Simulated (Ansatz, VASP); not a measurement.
## HfSn3S8: VASP beside Ansatz

Aim: how closely do two programs agree when they are given the same cell, functional and k mesh? The structure shown is the end of the Ansatz relaxation below.

Program: Ansatz 0.2.0. Level of theory: plane waves, with VASP 6.6.1 beside it; single point at PBEsol. Results are calculated unless marked as measured.

### Step 1. The starting structure

The cell holds 12 atoms: 1 Hf, 3 Sn and 8 S. Cell: a = 7.284 Å, b = 7.284 Å, c = 17.898 Å, α = 90.0°, β = 90.0°, γ = 120.0°. Vacuum lies along c.

### Step 2. Ansatz: relaxation, PBEsol

Ansatz runs on its PAW soft_1 files.

This run makes the geometry at which the two programs are then compared.

input.yaml reads:

```yaml
crystal:
  lattice:
    - [7.243, 0.0, 0.0]
    - [-3.6215, 6.272622, 0.0]
    - [0.0, 0.0, 17.89845]
  atoms:
    - { symbol: Hf, position: [0.0, 0.0, 0.5] }
    - { symbol: Sn, position: [0.0, 0.5, 0.5] }
    - { symbol: Sn, position: [0.5, 0.0, 0.5] }
    - { symbol: Sn, position: [0.5, 0.5, 0.5] }
    - { symbol: S, position: [0.33333333, 0.16666667, 0.4190307] }
    - { symbol: S, position: [0.16666667, 0.33333333, 0.5809693] }
    - { symbol: S, position: [0.33333333, 0.66666667, 0.4190307] }
    - { symbol: S, position: [0.16666667, 0.83333333, 0.5809693] }
    - { symbol: S, position: [0.83333333, 0.16666667, 0.4190307] }
    - { symbol: S, position: [0.66666667, 0.33333333, 0.5809693] }
    - { symbol: S, position: [0.83333333, 0.66666667, 0.4190307] }
    - { symbol: S, position: [0.66666667, 0.83333333, 0.5809693] }
kpoints:
  mp_grid: { grid: [5, 5, 2] }
scf:
  occupations: { method: fermi_dirac, width: 0.02 }
hamiltonian:
  xc: pbesol
  pseudopotentials: { kind: paw, azcp: { folder: soft_1 }, xc_functional: pbe }
basis:
  ecutwfc: 600
output:
  forces: true
  stress: true
  write_density: true
  write_potential: true
  elf: true
  volumetric_format: npy
relax:
  f_tol: 0.005
  max_steps: 70
  cell: { stress_tol: 0.02, p_target: 0, fix: [c, alpha, beta, gamma] }
```

On the command line:

```sh
> ansatz run input.yaml --threads 4 --pin off --max-ram 10240MiB --backend cpu --events-out ev --progress --plain --runs-dir out
```

Numbers of over 12 decimals in the logs are rounded to 6 here.

What it wrote:

```text
Warning: crystal.symmetry: narrowed to the stabiliser of the fixed cell quantities (relax.cell.fix) — unitary ops 12 → 4. The narrowing is safe, since a smaller group never makes results wrong: the run goes on under it, on as many k-points as the starting group would need, or more. Excluded: 8 operations that would move a fixed cell quantity at a test strain (relax.cell.fix fixes c, alpha, beta, gamma). The cell can leave their symmetry as it relaxes.
Engine: ansatz 0.2.0, aarch64-unknown-linux-gnu
Pseudopotentials: kind: paw
Pseudopotential: Hf, paw, valence charge 26, recommended cutoff 420 eV (normal), soft_1/Hf.paw.azcp
Pseudopotential: Sn, paw, valence charge 14, recommended cutoff 420 eV (normal), soft_1/Sn.paw.azcp
Pseudopotential: S, paw, valence charge 6, recommended cutoff 420 eV (normal), soft_1/S.paw.azcp
Functional definition: PBEsol
  exchange = pbesol_x
  correlation = pbesol_c
Crystal: 12 atoms, lattice volume = 813.173 Å³
Basis set: ecut = 600 eV, 27173 PW (Γ), exchange–correlation on 120×120×288 points (8 copies of the dense FFT grid, shifted against one another)
Bands: 70, of which v1, the nominal top of the filled ones, is band 58 counted from 1 (57 counted from 0)
Symmetry: 4 space group operations
k-points: 18 of 50
Non-local potential: Hf, projectors of the file, l = 0: 3, l = 1: 2, l = 2: 2, l = 3: 3
Non-local potential: Sn, projectors of the file, l = 0: 2, l = 1: 2, l = 2: 2, l = 3: 1
Non-local potential: S, projectors of the file, l = 0: 2, l = 1: 2, l = 2: 1
PAW form: soft (Blöchl's): semilocal exchange-correlation on the pseudo side does not see the compensation charge
PAW frozen core: Hf, regenerated for the run's functional, and the local potential with it (the file was generated under x = pbe(κ = 0.804, μ = 0.219515), c = pbe(β = 0.066725))
PAW frozen core: Sn, regenerated for the run's functional, and the local potential with it (the file was generated under x = pbe(κ = 0.804, μ = 0.219515), c = pbe(β = 0.066725))
PAW frozen core: S, regenerated for the run's functional, and the local potential with it (the file was generated under x = pbe(κ = 0.804, μ = 0.219515), c = pbe(β = 0.066725))
PAW one-centre angular grid: Hf, 590 points (default); XC on 64 Gauss nodes
PAW one-centre angular grid: Sn, 590 points (default); XC on 64 Gauss nodes
PAW one-centre angular grid: S, 110 points (default); XC on 64 Gauss nodes
Initial density: superposition of atomic densities (neutral atoms: chi_scale 0, normalization atom)
Initial wavefunctions: pseudopotential atomic-orbital guess
Functional: x = pbesol(κ = 0.804, μ = 0.123457), c = pbesol(β = 0.046)
SCF iter   1: F=—  HF=-40537.769925 eV  |F-HF|=—  |Δ(HF+E_count)|=         —  Δρ=2.53e-2  dr2=7.76e0  ethr=3.10e-3  ⟨swp⟩=9.1  Hψ=6068  notcnv=0  defer=8
preconditioner: auto → Resta (q_TF=auto, 1.972 Å⁻¹)  ε∞=1.9  [insulator: Δε(μ)=1.601 eV  Ē_g=13.955 eV  σ=0.020 eV  W_gap=1.00  n_scr=94 (ndim 8)  ℏωp=13.5 eV  f_vac=0.638  D(μ)=0.00/eV (n_scr^D=0)  ε∞_Penn≈1.9  vacuum switching on, ρ_ref=1.4e-2 e/Å³]
SCF iter   2: F=—  HF=-40535.430644 eV  |F-HF|=—  |Δ(HF+E_count)|=    2.34e0  Δρ=1.05e-2  dr2=7.80e-1  ethr=3.10e-3  ⟨swp⟩=4.0  Hψ=3053  notcnv=0  defer=106
SCF iter   3: F=—  HF=-40535.298418 eV  |F-HF|=—  |Δ(HF+E_count)|=   1.32e-1  Δρ=4.92e-3  dr2=1.82e-1  ethr=6.72e-4  ⟨swp⟩=3.3  Hψ=1953  notcnv=0  defer=106
SCF iter   4: F=—  HF=-40535.277759 eV  |F-HF|=—  |Δ(HF+E_count)|=   2.07e-2  Δρ=1.98e-3  dr2=4.41e-2  ethr=1.56e-4  ⟨swp⟩=3.7  Hψ=2441  notcnv=0  defer=106
SCF iter   5: F=—  HF=-40535.270931 eV  |F-HF|=—  |Δ(HF+E_count)|=   6.83e-3  Δρ=5.41e-4  dr2=4.99e-3  ethr=3.81e-5  ⟨swp⟩=3.8  Hψ=2464  notcnv=0  defer=106
SCF iter   6: F=—  HF=-40535.270372 eV  |F-HF|=—  |Δ(HF+E_count)|=   5.59e-4  Δρ=1.61e-4  dr2=2.89e-4  ethr=4.30e-6  ⟨swp⟩=2.2  Hψ=1897  notcnv=0  defer=106
SCF iter   7: F=—  HF=-40535.270376 eV  |F-HF|=—  |Δ(HF+E_count)|=   3.69e-6  Δρ=7.33e-5  dr2=3.53e-5  ethr=2.49e-7  ⟨swp⟩=2.1  Hψ=2030  notcnv=0  defer=106
SCF iter   8: F=—  HF=-40535.270613 eV  |F-HF|=—  |Δ(HF+E_count)|=   2.37e-4  Δρ=2.17e-5  dr2=3.02e-6  ethr=3.05e-8  ⟨swp⟩=2.0  Hψ=1954  notcnv=0  defer=106
SCF iter   9: F=—  HF=-40535.270616 eV  |F-HF|=—  |Δ(HF+E_count)|=   3.25e-6  Δρ=3.88e-6  dr2=1.65e-7  ethr=2.60e-9  ⟨swp⟩=2.1  Hψ=1996  notcnv=0  defer=106
SCF iter  10: F=-40535.270616 eV  HF=-40535.270616 eV  |F-HF|=8.48e-9  |Δ(HF+E_count)|=   5.25e-8  Δρ=1.78e-6  dr2=2.01e-8  ethr=8.62e-11  ⟨swp⟩=11.3  Hψ=10446  notcnv=0
SCF 1 converged in 10 iterations: F = -40535.270616 eV  dr2 = 2.01e-8
  greatest PAW one-centre occupation: 0.998 electrons in one spin orbital (limit 2), on the Hf atom at site 0 (counted from 0), in its partial waves of l = 0
[...]
basis re-selected at this cell: Δ(F+E_penalty+E_count) = -6.145e-5 eV, ΔP = -0.000 GPa vs the last step (what re-selecting the basis moved, of the pressure what is left beyond the Pulay correction that the steps carried, after the strain that the cell walked since its last selection, with what the two solves' SCF thresholds leave and, on support functions, any second-order correction that the steps lacked; it is no m [...]
WARN: The output density's exchange-correlation potential varies sharply where the density is thin. Do not read a vacuum level from v_tot or v_xc, or from such a field of the output density. On a cell that repeats whose density bears no net charge and no dipole along the vacuum's axis use v_es (v_loc + v_h of the components); under efield.dipole_correction with no amplitude use v_es + v_field, which holds any externa [...]
SCF converged after 7 iterations
Free energy (F): -40535.325533 eV
Harris-Foulkes:  -40535.325533 eV  (|F-HF|=1.86e-9)
Internal energy: -40535.325533 eV  (E = F + TS)
E sigma→0 (E₀):  -40535.325533 eV
Fermi energy:    -1.861569 eV
--- Per-component energies (eV) ---
  E_band       = -1657.428457
  E_kinetic    = 1753.218603
  E_local      = -61661.471150  (includes V_loc(G=0)·N_el)
  E_nonlocal   = 788.073353
  E_hartree    = 29867.953867
  E_xc         = -1338.048646
  E_vxc        = -1150.606592  (∫ρ·V_xc dr)
  E_paw        = -25210.940935  (= ΣΔE_a)
  E_vpaw       = -1122.550663  (= ΣTr[D̂ρ^β])
  E_aug_tail   = 0.000144  (compensation charges beyond the density's cutoff)
  E_ewald      = 15263.288060
  E_core_change = 2.601170  (= ΣΔE_core)
  E_smearing   = -0.000000  (= −TS)
  E_closure    = 0.000000  (closes the sum)
  Σ components = -40535.325533   (vs F -40535.325533, Δ=0.00e0)
--- Forces (eV/Å), atoms counted from 1 ---
  atom   1  Hf    -0.00000000     0.00000000     0.00000000
  atom   2  Sn    -0.00000000     0.00000000     0.00000000
  atom   3  Sn     0.00000000     0.00000000     0.00000000
  atom   4  Sn     0.00000000     0.00000000     0.00000000
  atom   5  S     -0.00058438    -0.00033757    -0.00078915
  atom   6  S     -0.00000015    -0.00067487     0.00078915
  atom   7  S     -0.00000001     0.00000001     0.00041750
  atom   8  S     -0.00058452     0.00033747     0.00078907
  atom   9  S      0.00058452    -0.00033747    -0.00078907
  atom  10  S      0.00000001    -0.00000001    -0.00041750
  atom  11  S      0.00000015     0.00067487    -0.00078915
  atom  12  S      0.00058438     0.00033757     0.00078915
  max |Σ_I F_I| component: 0.00e0 eV/Å
--- Stress (GPa, compression-positive) ---
       -0.001923       0.000000      -0.000000
        0.000000      -0.001923       0.000000
       -0.000000       0.000000       0.001122
  P = ⅓ Tr σ = -0.0009 GPa (-0.009 kbar)
--- Band table (eV; the first three rows and the last of 18) ---
  k-point 0: bands = [... 54 lower, -2.5793, -2.5239, -2.3187, -2.3187, -1.4349, -1.4349, -0.5774, 1.0090, ... 8 higher]
  k-point 1: bands = [... 54 lower, -2.5793, -2.5239, -2.3187, -2.3187, -1.4349, -1.4349, -0.5774, 1.0090, ... 8 higher]
  k-point 2: bands = [... 54 lower, -2.7476, -2.7380, -2.5722, -2.3185, -1.1666, -0.8585, -0.1507, 1.1062, ... 8 higher]
  k-point 17: bands = [... 54 lower, -2.7970, -2.5724, -2.5148, -2.3521, -0.7084, 0.1646, 0.3138, 1.0086, ... 8 higher]
--- Relaxed structure (4 steps of the walk, 4 accepted, 1 SCFs on fresh bases) ---
  F+E_penalty+E_count = -40535.32553270 eV   max|allowed force component| = 7.891e-4 eV/Å   (the final SCF, on the basis selected at the relaxed cell)
  cell:  # Å, volume = 822.4825 Å³
    - [7.284342, -4.330422780383635e-18, 0]
    - [-3.642171, 6.308425, 0]
    - [0, 0, 17.89845]
  atoms:
    - { symbol: Hf, position: [0, 0, 0.5] }
    - { symbol: Sn, position: [0, 0.5, 0.5] }
    - { symbol: Sn, position: [0.5, 0, 0.5] }
    - { symbol: Sn, position: [0.5, 0.5, 0.5] }
    - { symbol: S, position: [0.330896, 0.165448, 0.417596] }
    - { symbol: S, position: [0.165448, 0.330896, 0.582404] }
    - { symbol: S, position: [0.333333, 0.666667, 0.418404] }
    - { symbol: S, position: [0.165448, 0.834552, 0.582404] }
    - { symbol: S, position: [0.834552, 0.165448, 0.417596] }
    - { symbol: S, position: [0.666667, 0.333333, 0.581596] }
    - { symbol: S, position: [0.834552, 0.669104, 0.417596] }
    - { symbol: S, position: [0.669104, 0.834552, 0.582404] }
```

(Part 1 of 3 ends here.)

[Lines on the potential files, build, host, timing and source positions are cut from VASP's logs without a mark.]

[Logs are printed without paths, hosts, clocks, repeated set-up lines and the standing remarks that a program may print on its own settings, such as how far it seeks lower states.]

[Hosts, paths, dates, database ids (printed as entryN), source tags and the programs' standing remarks are cut or masked in the printed files.]
